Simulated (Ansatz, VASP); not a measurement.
Two plane-wave programs on Hg5O3

The input INCAR:

```
SYSTEM = Hg5O3
  PREC = Accurate
  ENCUT = 600
  EDIFF = 1E-7
  ISMEAR = 0
  SIGMA = 0.1
  LREAL = .FALSE.
  LASPH = .TRUE.
  NELM = 100
  ALGO = Normal
  ISIF = 3
  LWAVE = .FALSE.
  LCHARG = .FALSE.
  GGA = PE
  IBRION = 2
  NSW = 90
  EDIFFG = -0.04
```

The input KPOINTS:

```
regular mesh
0
G
  4 4 4
  0 0 0
```

The input POSCAR:

```
Hg5O3
1.0
   -3.3980707200      3.3980707200      3.3980707200
    3.3980707200     -3.3980707200      3.3980707200
    3.3980707200      3.3980707200     -3.3980707200
Hg O
5 3
Direct
    0.0000000000      0.0000000000      0.0000000000
    0.0000000000      0.0000000000      0.5000000000
    0.0000000000      0.5000000000      0.0000000000
    0.5000000000      0.0000000000      0.0000000000
    0.5000000000      0.5000000000      0.5000000000
    0.0000000000      0.5000000000      0.5000000000
    0.5000000000      0.5000000000      0.0000000000
    0.5000000000      0.0000000000      0.5000000000
```

Input for Ansatz:

```yaml
crystal:
  lattice:
    - [-3.39807072, 3.39807072, 3.39807072]
    - [3.39807072, -3.39807072, 3.39807072]
    - [3.39807072, 3.39807072, -3.39807072]
  atoms:
    - { symbol: Hg, position: [0.0, 0.0, 0.0] }
    - { symbol: Hg, position: [0.0, 0.0, 0.5] }
    - { symbol: Hg, position: [0.0, 0.5, 0.0] }
    - { symbol: Hg, position: [0.5, 0.0, 0.0] }
    - { symbol: Hg, position: [0.5, 0.5, 0.5] }
    - { symbol: O, position: [0.0, 0.5, 0.5] }
    - { symbol: O, position: [0.5, 0.5, 0.0] }
    - { symbol: O, position: [0.5, 0.0, 0.5] }
basis:
  ecutwfc: 420
kpoints:
  mp_grid: { grid: [4, 4, 4] }
hamiltonian:
  xc: pbe
scf:
  occupations: { method: gaussian, width: 0.1 }
  lower_state_search: "off"
output:
  forces: true
  stress: true
  eigenvalues: true
relax:
  adjacent_minimum: "off"
  f_tol: 0.04
  max_steps: 70
  cell: { stress_tol: 0.4 }
```

Change from the starting cell: species swapped into the Fe5Co3 type (Im-3m, No. 229).

Alike in both runs: task relaxation of cell and atoms; functional PBE; k mesh 4 × 4 × 4; occupations gaussian, width 0.1 eV; no spin polarisation.

|  | VASP | Ansatz |
| --- | --- | --- |
| version | VASP 6.6.1 | Ansatz 0.2.0 |
| potentials or method | VASP PAW PBE potentials, release 64 (Hg, O) | scalar-relativistic, plane waves, PAW |
| plane-wave cutoff (eV) | 600 | 420 |
| valence electrons in the cell | 78 | 118 |

|  | VASP | Ansatz | Ansatz less VASP |
| --- | --- | --- | --- |
| gap on the k mesh at the Fermi level, each at its own relaxed structure (eV) | none | none | - |
| relaxed volume (Å³/atom) | 17.01 | 16.89 | -0.121 |
| relaxed cell length with the largest relative difference (Å) | 5.612 | 5.599 | -0.0134 |
| energy change over the relaxation (meV/atom) | -73 | -81 | -8.0 |

A gap of «none» marks a metal or a gap that the smearing closes. The two sets of potentials don't hold the same shells in valence.

Spin-orbit coupling is left out, which matters for the levels of Hg.
